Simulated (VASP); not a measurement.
Take CsPbBr3 (cubic perovskite), against free atoms with fixed spin and no zero-point term, in VASP with PAW potentials, and its cohesive energy.

Problem. One run gives 2.64 eV/atom. Which level is it?
(A) RPBE
(B) PBE
(C) r2SCAN
(D) LDA

Solution. A, RPBE.  The others give 2.96 (r2SCAN), 2.86 (PBE), 3.35 (LDA).

Only levels that ran to the end are used. Left out are those held back, those with too coarse a band path, GW runs whose mesh misses a band edge, hybrids' fits of cells that aren't cubic and levels without matching references; a question may draw on a part of the rest.
